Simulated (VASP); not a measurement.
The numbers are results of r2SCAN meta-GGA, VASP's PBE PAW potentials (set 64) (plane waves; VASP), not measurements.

A VASP calculation is set up with these files.

File POSCAR:
```
Ni3Fe
1
    3.5124338126     0.0000000000    -0.0000000000
    0.0000000000     3.5124338126    -0.0000000000
    0.0000000000     0.0000000000     3.5124338126
Fe Ni
1 3
Direct
  0.0000000000   0.0000000000   0.0000000000
  0.0000000000   0.5000000000   0.5000000000
  0.5000000000   0.0000000000   0.5000000000
  0.5000000000   0.5000000000   0.0000000000
```

**KPOINTS**
```
Regular mesh
0
gamma
10 10 10
```

KPOINTS_OPT:
```
k-points along high-symmetry lines
10
Line-mode
Reciprocal
  0.000000   0.000000   0.000000 ! GAMMA
  0.000000   0.500000   0.000000 ! X

  0.000000   0.500000   0.000000 ! X
  0.500000   0.500000   0.000000 ! M

  0.500000   0.500000   0.000000 ! M
  0.000000   0.000000   0.000000 ! GAMMA

  0.000000   0.000000   0.000000 ! GAMMA
  0.500000   0.500000   0.500000 ! R

  0.500000   0.500000   0.500000 ! R
  0.000000   0.500000   0.000000 ! X

  0.500000   0.500000   0.500000 ! R
  0.500000   0.500000   0.000000 ! M
```

**INCAR**
```
# general
SYSTEM  = Ni3Fe
PREC    = Accurate
ENCUT   = 520
LREAL   = .FALSE.
LASPH   = .TRUE.

# electronic loop
EDIFF   = 1E-7
NELM    = 100
ALGO    = Normal
LMAXMIX = 4
LMIXTAU = .TRUE.

# smearing
ISMEAR  = -5

# functional
METAGGA = R2SCAN

# spin
ISPIN   = 2
MAGMOM  = 3.2 3*0.7

# ions
ISIF    = 2

# output
LWAVE   = .FALSE.
LCHARG  = .FALSE.
LORBIT  = 11
NEDOS   = 601

# other
LEFG    = .TRUE.
```

POTCAR, in this order: Fe Ni (PBE.64 set). Program: vasp_std.

Output of the run:

File OSZICAR:
```
       N       E                     dE             d eps       ncg     rms          rms(c)
DAV:   1     0.223172916805E+03    0.22317E+03   -0.17858E+04  6024   0.213E+03
DAV:   2    -0.439857191589E+02   -0.26716E+03   -0.25704E+03  5840   0.374E+02
DAV:   3    -0.593695724446E+02   -0.15384E+02   -0.14694E+02  6000   0.125E+02
DAV:   4    -0.595672981806E+02   -0.19773E+00   -0.19728E+00  6190   0.149E+01
DAV:   5    -0.595737562639E+02   -0.64581E-02   -0.64516E-02  8356   0.211E+00    0.223E+01
DAV:   6    -0.536367575684E+02    0.59370E+01   -0.55359E+01  6262   0.133E+02    0.331E+01
DAV:   7    -0.540593107340E+02   -0.42255E+00   -0.23420E+01  6836   0.127E+02    0.249E+01
DAV:   8    -0.503835689957E+02    0.36757E+01   -0.12354E+01  7322   0.609E+01    0.618E+00
DAV:   9    -0.506987161090E+02   -0.31515E+00   -0.10880E+00  6688   0.133E+01    0.332E+00
DAV:  10    -0.506917533221E+02    0.69628E-02   -0.17427E-01  7660   0.871E+00    0.188E+00
DAV:  11    -0.506885463078E+02    0.32070E-02   -0.76794E-02  7262   0.376E+00    0.125E+00
DAV:  12    -0.506903663265E+02   -0.18200E-02   -0.10111E-02  6534   0.178E+00    0.432E-01
DAV:  13    -0.506911433155E+02   -0.77699E-03   -0.13610E-03  7714   0.535E-01    0.138E-01
DAV:  14    -0.506912395939E+02   -0.96278E-04   -0.25232E-04  7334   0.170E-01    0.884E-02
DAV:  15    -0.506912441981E+02   -0.46042E-05   -0.25532E-05  6410   0.760E-02    0.381E-02
DAV:  16    -0.506912387113E+02    0.54868E-05   -0.17741E-05  8332   0.896E-02    0.116E-02
DAV:  17    -0.506912424005E+02   -0.36892E-05   -0.31929E-06  7204   0.330E-02    0.634E-03
DAV:  18    -0.506912440962E+02   -0.16957E-05   -0.35144E-07  5706   0.149E-02    0.332E-03
DAV:  19    -0.506912440680E+02    0.28268E-07   -0.15226E-07  3772   0.594E-03
   1 F= -.50691244E+02 E0= -.50691244E+02  d E =0.000000E+00  mag=     5.2372
       N       E                     dE             ncg
       N       E                     dE             ncg
```

### OUTCAR
```
------------------------ aborting loop because EDIFF is reached ----------------------------------------
  FORCE on cell =-STRESS in cart. coord.  units (eV):
  Direction    XX          YY          ZZ          XY          YZ          ZX
  --------------------------------------------------------------------------------------
  Total        0.1120346      0.1120346      0.1120346      0.0000000     -0.0000000      0.0000000
  in kB        4.1422707      4.1422707      4.1422707      0.0000000     -0.0000000      0.0000000
  external PRESSURE =       4.1422707 kB  Pullay stress =       0.0000000 kB
  volume of cell :       43.33
      direct lattice vectors                 reciprocal lattice vectors
     3.512433813  0.000000000  0.000000000     0.284702874  0.000000000  0.000000000
     0.000000000  3.512433813  0.000000000     0.000000000  0.284702874  0.000000000
     0.000000000  0.000000000  3.512433813     0.000000000  0.000000000  0.284702874
 POSITION                                       TOTAL-FORCE (eV/Angst)
 -----------------------------------------------------------------------------------
      0.00000      0.00000      0.00000         0.000000      0.000000      0.000000
      0.00000      1.75622      1.75622         0.000000      0.000000      0.000000
      1.75622      0.00000      1.75622         0.000000      0.000000      0.000000
      1.75622      1.75622      0.00000         0.000000      0.000000      0.000000
 -----------------------------------------------------------------------------------
    total drift:                                0.000000      0.000000      0.000000
  FREE ENERGIE OF THE ION-ELECTRON SYSTEM (eV)
  ---------------------------------------------------
  free  energy   TOTEN  =       -50.6912440680 eV

  energy  without entropy=      -50.6912440680  energy(sigma->0) =      -50.69124407

 total charge

# of ion       s       p       d       tot
------------------------------------------
    1        0.495   0.558   6.053   7.106
    2        0.534   0.566   8.333   9.433
    3        0.534   0.566   8.333   9.433
    4        0.534   0.566   8.333   9.433
--------------------------------------------------
tot          2.096   2.256  31.053  35.405

 magnetization (x)

# of ion       s       p       d       tot
------------------------------------------
    1        0.024  -0.013   3.162   3.173
    2       -0.021  -0.072   0.812   0.720
    3       -0.021  -0.072   0.812   0.720
    4       -0.021  -0.072   0.812   0.720
--------------------------------------------------
tot         -0.037  -0.229   5.599   5.332

 Electric field gradients after diagonalization (V/A^2)
 (convention: |V_zz| > |V_xx| > |V_yy|)
----------------------------------------------------------------------
 ion       V_xx      V_yy      V_zz     asymmetry (V_yy - V_xx)/ V_zz
----------------------------------------------------------------------
   1      -0.000    -0.000     0.000       0.504
   2      -6.392    -6.392    12.783       0.000
   3      -6.392    -6.392    12.783       0.000
   4      -6.392    -6.392    12.783       0.000
```
(Selected blocks of OUTCAR.)

For a metal the tetrahedron method with Blöchl corrections gives inexact stress and forces.

The compound is Ni3Fe in the L1_2 structure. It was relaxed first.
